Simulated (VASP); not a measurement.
A run of VASP 6.6.1:

INCAR

```
PREC = Accurate
ENCUT = 350
EDIFF = 1E-5
ISMEAR = 0
SIGMA = 0.03
LREAL = Auto
LASPH = True
NELM = 120
ALGO = Normal
ISIF = 2
LWAVE = False
LCHARG = False
ISPIN = 2
MAGMOM = 0 0 0 0 0 0 0 0 0 0 0 0 0 0 0 0 0 0 0 0 0 0 0 0
LORBIT = 11
NUPDOWN = 0
LMAXMIX = 4
LDAU = True
LDAUTYPE = 2
LDAUL = 2 -1 -1
LDAUU = 3 0 0
LDAUJ = 0 0 0
LDAUPRINT = 1
GGA = PS
NBANDS = 130
NELECT = 216.0
KPAR = 2
```

KPOINTS

```
Automatic mesh
0
Gamma
  2 2 2
```

The input POSCAR:

```
TiGa11As12
1.0
    0.0000000000      8.4805500000      8.4805500000
    5.6537000000      0.0000000000      5.6537000000
    5.6537000000      5.6537000000      0.0000000000
Ti Ga As
1 11 12
Direct
    0.0000000000      0.0000000000      0.0000000000
    0.0000000000      0.0000000000      0.5000000000
    0.0000000000      0.5000000000      0.0000000000
    0.0000000000      0.5000000000      0.5000000000
    0.3333330000      0.0000000000      0.0000000000
    0.3333330000      0.0000000000      0.5000000000
    0.3333330000      0.5000000000      0.0000000000
    0.3333330000      0.5000000000      0.5000000000
    0.6666670000      0.0000000000      0.0000000000
    0.6666670000      0.0000000000      0.5000000000
    0.6666670000      0.5000000000      0.0000000000
    0.6666670000      0.5000000000      0.5000000000
    0.0833333333      0.1250000000      0.1250000000
    0.0833333333      0.1250000000      0.6250000000
    0.0833333333      0.6250000000      0.1250000000
    0.0833333333      0.6250000000      0.6250000000
    0.4166663333      0.1250000000      0.1250000000
    0.4166663333      0.1250000000      0.6250000000
    0.4166663333      0.6250000000      0.1250000000
    0.4166663333      0.6250000000      0.6250000000
    0.7500003333      0.1250000000      0.1250000000
    0.7500003333      0.1250000000      0.6250000000
    0.7500003333      0.6250000000      0.1250000000
    0.7500003333      0.6250000000      0.6250000000
```

Potentials or basis: VASP PAW PBE potentials, release 64 (Ti_sv, Ga_d, As).

Command:

```console
$ cat potpaw_PBE.64/Ti_sv/POTCAR potpaw_PBE.64/Ga_d/POTCAR potpaw_PBE.64/As/POTCAR > POTCAR
$ mpirun -np 4 vasp_std > vasp.out
```

Hardware: 4 MPI ranks on Intel(R) Xeon(R) 6975P-C (Granite Rapids), on a shared host.

**Question.** How long does it take, and how much memory?

**Answer.** It took 7.2 min on 4 MPI ranks on Intel(R) Xeon(R) 6975P-C (Granite Rapids) (shared host), peak memory 0.49 GiB a rank. Counts: scf iterations 25, k points 6.
